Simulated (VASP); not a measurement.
Output of a VASP run:

**OUTCAR**
```
 ion  position               nearest neighbor table
   1  0.000  0.000  0.358-
   2  0.500  0.500  0.453-
   3  0.000  0.000  0.547-
   4  0.500  0.500  0.642-
   5  0.500  0.000  0.453-
   6  0.000  0.500  0.358-
   7  0.500  0.000  0.642-
   8  0.000  0.500  0.547-
  LATTYP: Found a simple orthorhombic cell.
 ALAT       =     4.5587691966
 B/A-ratio  =     1.4142135235
 C/A-ratio  =     5.2787021410
 Subroutine PRICEL returns:
 Original cell was already a primitive cell.
 Subroutine GETGRP returns: Found  8 space group operations
The static configuration has the point symmetry C_2v.
 The point group associated with its full space group is D_2h.
The dynamic configuration has the point symmetry C_2v.
 Subroutine INISYM returns: Found  8 space group operations
 Subroutine IBZKPT returns following result:
 Found      6 irreducible k-points:

 Following reciprocal coordinates:
            Coordinates               Weight
  0.000000  0.000000  0.000000      1.000000
  0.200000  0.000000  0.000000      2.000000
  0.400000  0.000000  0.000000      2.000000
  0.000000  0.333333  0.000000      2.000000
  0.200000  0.333333  0.000000      4.000000
  0.400000  0.333333  0.000000      4.000000
   k-points           NKPTS =      6   k-points in BZ     NKDIM =      6   number of bands    NBANDS=     33
   number of dos      NEDOS =    301   number of ions     NIONS =      8
   total plane-waves  NPLWV =  92160
   dimension x,y,z NGX =    24 NGY =   32 NGZ =  120
   dimension x,y,z NGXF=    48 NGYF=   64 NGZF=  240
   ions per type =               4   4
   PREC   = normal    normal or accurate (medium, high low for compatibility)
   ISTART =      0    job   : 0-new  1-cont  2-samecut
   ICHARG =      2    charge: 1-file 2-atom 10-const
   ISPIN  =      1    spin polarized calculation?
   LNONCOLLINEAR =      F non collinear calculations
   LSORBIT =      F    spin-orbit coupling
   INIWAV =      1    electr: 0-lowe 1-rand  2-diag
   ENCUT  =  400.0 eV  29.40 Ry    5.42 a.u.   7.43 10.51 39.24*2*pi/ulx,y,z
   NELM   =    100;   NELMIN=  4; NELMDL= -5     # of ELM steps
   EDIFF  = 0.1E-04   stopping-criterion for ELM
   LREAL  =      F    real-space projection
   NLSPLINE    = F    spline interpolate recip. space projectors
   LMAXMIX     =    4 max onsite mixed and CHGCAR
   VOSKOWN=      0    Vosko Wilk Nusair interpolation
   EDIFFG = -.3E-01   stopping-criterion for IOM
   NSW    =     50    number of steps for IOM
   NBLOCK =      1;   KBLOCK =     50    inner block; outer block
   IBRION =      2    ionic relax: 0-MD 1-quasi-New 2-CG
   NFREE  =      1    steps in history (QN), initial steepest desc. (CG)
   ISIF   =      2    stress and relaxation
   ISYM   =      2    0-nonsym 1-usesym 2-fastsym
   TEIN   =    0.0    initial temperature
   TEBEG  =    0.0;   TEEND  =   0.0 temperature during run
   SMASS  =  -3.00    Nose mass-parameter (am)
   PSTRESS=    0.0 pullay stress
   NELECT =      56.0000    total number of electrons
   EFERMI =   0.00;   METHOD = LEGACY
   ISMEAR =     0;   SIGMA  =   0.05  broadening in eV -4-tet -1-fermi 0-gaus
   IALGO  =     38    algorithm
   LDIAG  =      T    sub-space diagonalisation (order eigenvalues)
   IMIX   =      4    mixing-type and parameters
     AMIX     =   0.40;   BMIX     =  1.00
     AMIX_MAG =   1.60;   BMIX_MAG =  1.00
     AMIN     =   0.10
   METAGGA = R2SCAN    functional components
   VOSKOWN =     0    Vosko Wilk Nusair interpolation
   LHFCALC =     F    Hartree Fock is set to
   LHFONE  =     F    Hartree Fock one center treatment
   AEXX    =    0.0000 exact exchange contribution
   IVDW    =     0    specifies the selected vdW correction
   LEPSILON=     F    determine dielectric tensor
   LRPA    =     F    only Hartree local field effects (RPA)
  energy-cutoff  :      400.00
...
```

**OSZICAR**
```
...
DAV:  10    -0.123490430350E+03   -0.14793E-03   -0.15693E-04   396   0.101E-01    0.164E-03
DAV:  11    -0.123490401842E+03    0.28508E-04   -0.61864E-05   348   0.619E-02    0.212E-03
DAV:  12    -0.123490483419E+03   -0.81578E-04   -0.34290E-05   380   0.473E-02    0.177E-03
DAV:  13    -0.123490508734E+03   -0.25315E-04   -0.14476E-05   339   0.295E-02    0.785E-04
DAV:  14    -0.123490518596E+03   -0.98620E-05   -0.61790E-06   260   0.212E-02
  14 F= -.12349052E+03 E0= -.12349052E+03  d E =-.231011E-02
       N       E                     dE             d eps       ncg     rms          rms(c)
DAV:   1    -0.123488589211E+03    0.19195E-02   -0.57441E-01   399   0.344E+00    0.162E-01
DAV:   2    -0.123487602801E+03    0.98641E-03   -0.16161E-02   396   0.761E-01    0.460E-02
DAV:   3    -0.123490326968E+03   -0.27242E-02   -0.24965E-03   396   0.348E-01    0.515E-02
DAV:   4    -0.123490408654E+03   -0.81686E-04   -0.49975E-04   396   0.167E-01    0.319E-02
DAV:   5    -0.123490777727E+03   -0.36907E-03   -0.51895E-04   396   0.166E-01    0.895E-03
DAV:   6    -0.123491075023E+03   -0.29730E-03   -0.24531E-04   396   0.111E-01    0.593E-03
DAV:   7    -0.123491099510E+03   -0.24487E-04   -0.65318E-05   372   0.658E-02    0.363E-03
DAV:   8    -0.123491117367E+03   -0.17857E-04   -0.33644E-05   300   0.458E-02    0.236E-03
DAV:   9    -0.123491129342E+03   -0.11975E-04   -0.16870E-05   292   0.351E-02    0.106E-03
DAV:  10    -0.123491138125E+03   -0.87827E-05   -0.86821E-06   270   0.261E-02
  15 F= -.12349114E+03 E0= -.12349114E+03  d E =-.292964E-02
       N       E                     dE             d eps       ncg     rms          rms(c)
DAV:   1    -0.123490852222E+03    0.27712E-03   -0.74869E-02   415   0.124E+00    0.586E-02
DAV:   2    -0.123490534427E+03    0.31779E-03   -0.21550E-03   396   0.282E-01    0.162E-02
DAV:   3    -0.123491047064E+03   -0.51264E-03   -0.30172E-04   396   0.117E-01    0.186E-02
DAV:   4    -0.123491099663E+03   -0.52599E-04   -0.94839E-05   396   0.717E-02    0.115E-02
DAV:   5    -0.123491148327E+03   -0.48664E-04   -0.70725E-05   372   0.633E-02    0.316E-03
DAV:   6    -0.123491180455E+03   -0.32128E-04   -0.32361E-05   300   0.452E-02    0.176E-03
DAV:   7    -0.123491185625E+03   -0.51694E-05   -0.17525E-05   292   0.337E-02
  16 F= -.12349119E+03 E0= -.12349119E+03  d E =-.297714E-02
       N       E                     dE             d eps       ncg     rms          rms(c)
DAV:   1    -0.123486659194E+03    0.45213E-02   -0.22728E+00   410   0.667E+00    0.203E-01
DAV:   2    -0.123493789169E+03   -0.71300E-02   -0.46672E-02   396   0.125E+00    0.546E-02
DAV:   3    -0.123492948481E+03    0.84069E-03   -0.48074E-03   396   0.495E-01    0.613E-02
DAV:   4    -0.123491388899E+03    0.15596E-02   -0.14523E-03   396   0.276E-01    0.350E-02
DAV:   5    -0.123492599095E+03   -0.12102E-02   -0.91054E-04   396   0.209E-01    0.170E-02
DAV:   6    -0.123492994806E+03   -0.39571E-03   -0.34782E-04   348   0.108E-01    0.637E-03
DAV:   7    -0.123493012585E+03   -0.17779E-04   -0.25110E-05   344   0.388E-02    0.839E-03
DAV:   8    -0.123492984367E+03    0.28218E-04   -0.28696E-05   300   0.462E-02    0.657E-03
DAV:   9    -0.123493001324E+03   -0.16957E-04   -0.53618E-05   364   0.583E-02    0.101E-02
DAV:  10    -0.123493031806E+03   -0.30483E-04   -0.16801E-05   284   0.367E-02    0.728E-03
DAV:  11    -0.123493031571E+03    0.23491E-06   -0.57875E-06   268   0.210E-02
  17 F= -.12349303E+03 E0= -.12349303E+03  d E =-.184595E-02
```

**OUTCAR**
```
------------------------ aborting loop because EDIFF is reached ----------------------------------------
  FORCE on cell =-STRESS in cart. coord.  units (eV):
  Direction    XX          YY          ZZ          XY          YZ          ZX
  --------------------------------------------------------------------------------------
  Total        1.1834082     -2.4340186      0.0814526      0.0000000      0.0000000      0.0000000
  in kB        2.6807740     -5.5137811      0.1845145      0.0000000      0.0000000      0.0000000
  external PRESSURE =      -0.8828309 kB  Pullay stress =       0.0000000 kB
  volume of cell :      707.27
      direct lattice vectors                 reciprocal lattice vectors
     4.558769197  0.000000000  0.000000000     0.219357453  0.000000000  0.000000000
     0.000000000  6.447073048  0.000000000     0.000000000  0.155109147  0.000000000
     0.000000000  0.000000000 24.064384718     0.000000000  0.000000000  0.041555187
 POSITION                                       TOTAL-FORCE (eV/Angst)
 -----------------------------------------------------------------------------------
      0.00000      0.00000      8.90490         0.000000      0.000000     -0.016469
      2.27938      3.22354     10.70093         0.000000      0.000000     -0.024864
      0.00000      0.00000     13.36346         0.000000      0.000000      0.024864
      2.27938      3.22354     15.15948         0.000000      0.000000      0.016469
      2.27938      0.00000     10.96802         0.000000      0.000000     -0.005621
      0.00000      3.22354      8.55343         0.000000      0.000000     -0.025206
      2.27938      0.00000     15.51096         0.000000      0.000000      0.025206
      0.00000      3.22354     13.09636         0.000000      0.000000      0.005621
 -----------------------------------------------------------------------------------
    total drift:                                0.000000      0.000000      0.000000
  FREE ENERGIE OF THE ION-ELECTRON SYSTEM (eV)
  ---------------------------------------------------
  free  energy   TOTEN  =      -123.4930315713 eV

  energy  without entropy=     -123.4930315713  energy(sigma->0) =     -123.49303157

 reached required accuracy - stopping structural energy minimisation
```
(Selected blocks of OUTCAR.)

POSCAR:
```
NaI(110) slab
1
    4.5587691966     0.0000000000     0.0000000000
    0.0000000000     6.4470730483    -0.0000000000
   -0.0000000000    -0.0000000000    24.0643847184
Na I
4 4
Direct
  0.0000000000   0.0000000000   0.3579200000
  0.5000000000   0.5000000000   0.4526400000
  0.0000000000   0.0000000000   0.5473600000
  0.5000000000   0.5000000000   0.6420800000
  0.5000000000   0.0000000000   0.4526400000
  0.0000000000   0.5000000000   0.3579200000
  0.5000000000   0.0000000000   0.6420800000
  0.0000000000   0.5000000000   0.5473600000
```

Problem. Reconstruct the remaining input files.

Solution. Several could match; the one computed here: the input of the run itself, r2SCAN meta-GGA, plane waves, VASP's PBE PAW potentials (set 64).

KPOINTS:
```
Automatic mesh
0
Gamma
5 3 1
0 0 0
```

INCAR:
```
# general
SYSTEM   =  NaI(110) slab
PREC     =  Normal
ENCUT    =  400
LREAL    =  F
LASPH    =  T

# electronic loop
EDIFF    =  1E-5
NELM     =  100
NELMIN   =  4
ALGO     =  Normal
LMAXMIX  =  4
LMIXTAU  =  T

# smearing
ISMEAR   =  0
SIGMA    =  0.05

# functional
METAGGA  =  R2SCAN

# ions
IBRION   =  2
NSW      =  50
ISIF     =  2
EDIFFG   =  -0.03

# output
LWAVE    =  T
LCHARG   =  F

# other
LDIPOL   =  T
IDIPOL   =  3
DIPOL    =  0.5 0.5 0.5
```

POTCAR, in this order: Na_pv I (PBE.64 set). Program: vasp_std.

The cell is a thin slab with vacuum, built from NaI (rock salt): (110) face.
